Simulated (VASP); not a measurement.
Computed with revPBE GGA, VASP's PBE PAW potentials (set 64) (plane waves; VASP).

The input files of a VASP run:

**POSCAR**
```
CoGa
1
    2.9297559537     0.0000000000     0.0000000000
    0.0000000000     2.9297559537     0.0000000000
    0.0000000000     0.0000000000     2.9297559537
Ga Co
1 1
Direct
  0.5000000000   0.5000000000   0.5000000000
  0.0000000000   0.0000000000   0.0000000000
```

KPOINTS:
```
Automatic mesh
0
Gamma
13 13 13
0 0 0
```

INCAR:
```
ALGO  =  Normal
EDIFF  =  1E-7
ENCUT  =  520
GGA  =  RE
ISIF  =  2
ISMEAR  =  1
LASPH  =  .TRUE.
LCHARG  =  .FALSE.
LMAXMIX  =  4
LREAL  =  .FALSE.
LWAVE  =  .FALSE.
NELM  =  100
PREC  =  Accurate
SIGMA  =  0.1
SYSTEM  =  CoGa
```

POTCAR, in this order: Ga_d Co (PBE.64 set). Program: vasp_std.

The resulting files:

### OSZICAR
```
       N       E                     dE             d eps       ncg     rms          rms(c)
DAV:   1     0.102853455497E+03    0.10285E+03   -0.10909E+04  2632   0.258E+03
DAV:   2    -0.533716327814E+01   -0.10819E+03   -0.10582E+03  2604   0.361E+02
DAV:   3    -0.105659930065E+02   -0.52288E+01   -0.52043E+01  2849   0.837E+01
DAV:   4    -0.106497501342E+02   -0.83757E-01   -0.83667E-01  3487   0.998E+00
DAV:   5    -0.106519388021E+02   -0.21887E-02   -0.21886E-02  3084   0.138E+00    0.922E+00
DAV:   6    -0.120568146746E+02   -0.14049E+01   -0.24350E+01  2880   0.642E+01    0.127E+01
DAV:   7    -0.971872254750E+01    0.23381E+01   -0.10522E+01  2625   0.474E+01    0.153E+00
DAV:   8    -0.971057472800E+01    0.81478E-02   -0.25686E-01  2903   0.543E+00    0.689E-01
DAV:   9    -0.970397265765E+01    0.66021E-02   -0.22489E-02  3406   0.229E+00    0.137E-01
DAV:  10    -0.970368714887E+01    0.28551E-03   -0.72873E-04  3392   0.409E-01    0.605E-02
DAV:  11    -0.970368141746E+01    0.57314E-05   -0.52095E-05  3655   0.123E-01    0.132E-02
DAV:  12    -0.970368062928E+01    0.78817E-06   -0.25654E-06  2969   0.263E-02    0.270E-03
DAV:  13    -0.970368046780E+01    0.16148E-06   -0.40431E-07  2926   0.883E-03    0.133E-03
DAV:  14    -0.970368036700E+01    0.10080E-06   -0.92018E-08  1603   0.529E-03    0.410E-04
DAV:  15    -0.970368037477E+01   -0.77748E-08   -0.16885E-08  1554   0.125E-03
   1 F= -.97036804E+01 E0= -.97039270E+01  d E =0.739838E-03
```

File OUTCAR:
```
------------------------ aborting loop because EDIFF is reached ----------------------------------------
  FORCE on cell =-STRESS in cart. coord.  units (eV):
  Direction    XX          YY          ZZ          XY          YZ          ZX
  --------------------------------------------------------------------------------------
  Total       -0.7171336     -0.7171336     -0.7171336     -0.0000000     -0.0000000      0.0000000
  in kB      -45.6894878    -45.6894878    -45.6894878     -0.0000000     -0.0000000      0.0000000
  external PRESSURE =     -45.6894878 kB  Pullay stress =       0.0000000 kB
  volume of cell :       25.15
      direct lattice vectors                 reciprocal lattice vectors
     2.929755954  0.000000000  0.000000000     0.341325358  0.000000000  0.000000000
     0.000000000  2.929755954  0.000000000     0.000000000  0.341325358  0.000000000
     0.000000000  0.000000000  2.929755954     0.000000000  0.000000000  0.341325358
 POSITION                                       TOTAL-FORCE (eV/Angst)
 -----------------------------------------------------------------------------------
      1.46488      1.46488      1.46488         0.000000      0.000000      0.000000
      0.00000      0.00000      0.00000         0.000000      0.000000      0.000000
 -----------------------------------------------------------------------------------
    total drift:                                0.000000      0.000000     -0.000000
  FREE ENERGIE OF THE ION-ELECTRON SYSTEM (eV)
  ---------------------------------------------------
  free  energy   TOTEN  =        -9.7036803748 eV

  energy  without entropy=       -9.7044202128  energy(sigma->0) =       -9.70392699
```
(Selected blocks of OUTCAR.)

### OUTCAR
```
 val. band max:        9.2098109063   @ k =   0.4615   0.3077   0.0000

 cond. band min:       9.2537489328   @ k =   0.4615   0.3077   0.0769


 Fermi energy:         9.2140942201

 k-point     1 :       0.0000    0.0000    0.0000
  band No.  band energies     occupation
      1      -5.9223      2.00000
      2      -5.9223      2.00000
      3      -5.6250      2.00000
      4      -5.6250      2.00000
      5      -5.6250      2.00000
      6      -2.4519      2.00000
      7       6.8297      2.00000
      8       6.8297      2.00000
      9       8.4967      2.00000
     10       8.4967      2.00000
     11       8.4967      2.00000
     12      14.2211      0.00000
     13      14.2211      0.00000
     14      14.2211      0.00000
     15      19.8398      0.00000

 k-point     2 :       0.0769    0.0000    0.0000
  band No.  band energies     occupation
      1      -5.9198      2.00000
      2      -5.9086      2.00000
      3      -5.6300      2.00000
      4      -5.6300      2.00000
      5      -5.6239      2.00000
      6      -2.3446      2.00000
      7       6.8094      2.00000
      8       6.8423      2.00000
      9       8.4282      2.00000
     10       8.4282      2.00000
     11       8.4973      2.00000
     12      13.3786      0.00000
     13      14.4074      0.00000
     14      14.4074      0.00000
     15      19.8636      0.00000

 k-point     3 :       0.1538    0.0000    0.0000
  band No.  band energies     occupation
      1      -5.9128      2.00000
      2      -5.8713      2.00000
      3      -5.6438      2.00000
      4      -5.6438      2.00000
      5      -5.6210      2.00000
      6      -2.0225      2.00000
      7       6.6951      2.00000
      8       6.8776      2.00000
      9       8.2522      2.00000
     10       8.2522      2.00000
     11       8.4992      2.00000
     12      11.8017      0.00000
     13      14.9370      0.00000
     14      14.9370      0.00000
     15      19.9351      0.00000
...
```

The compound is CoGa in the CsCl type structure. This cell is one point of a volume scan, at 1.03 of the reference volume. The run is not spin-polarised, so no magnetic state was tried.
